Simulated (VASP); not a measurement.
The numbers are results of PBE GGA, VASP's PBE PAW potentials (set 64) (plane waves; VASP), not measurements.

The input files of a VASP run:

File POSCAR:
```
Ti
1.0
  1.4642234499  -2.5361094665   0.0000000000
  1.4642234499   2.5361094665   0.0000000000
  0.0000000000   0.0000000000   4.6422583539
Ti
2
Direct
  0.3333330000   0.6666670000   0.2500000000
  0.6666670000   0.3333330000   0.7500000000
```

INCAR:
```
EDIFFG  =  -0.01   ! ionic stop
LREAL  =  .FALSE.
IBRION  =  2   ! conjugate gradients
LASPH  =  .TRUE.   ! aspherical one-centre terms
LWAVE  =  .FALSE.
SIGMA  =  0.1   ! width (eV)
ISMEAR  =  1   ! Methfessel-Paxton
EDIFF  =  1E-7   ! SCF stop (eV)
ISIF  =  3   ! ions, shape and volume
LCHARG  =  .FALSE.
SYSTEM  =  Ti
ALGO  =  Normal
NELM  =  100   ! most electronic steps
ENCUT  =  480
PREC  =  Accurate
NSW  =  40
PSTRESS  =  150   ! kbar
LMAXMIX  =  4   ! l cut-off of mixed one-centre charges
GGA  =  PE
```

KPOINTS:
```
Regular mesh
0
Gamma
 14 14 8
0 0 0
```

POTCAR, in this order: Ti_sv (PBE.64 set). Program: vasp_std.

Q: What will the output report for the number of irreducible k-points (NKPTS), number of bands (NBANDS), largest plane-wave count, number of space-group operations, FFT grid (NGX, NGY, NGZ)?

A: 
The number of irreducible k-points (NKPTS) comes out as 120. The number of bands (NBANDS) is 16 and the largest plane-wave count is 840. The number of space-group operations comes out as 24 and the FFT grid (NGX, NGY, NGZ) comes out as 24 × 24 × 36.

The compound is Ti in the hcp structure. This run relaxes it under an external pressure of 15 GPa. Symmetry was kept, so distortions that lower it aren't found.
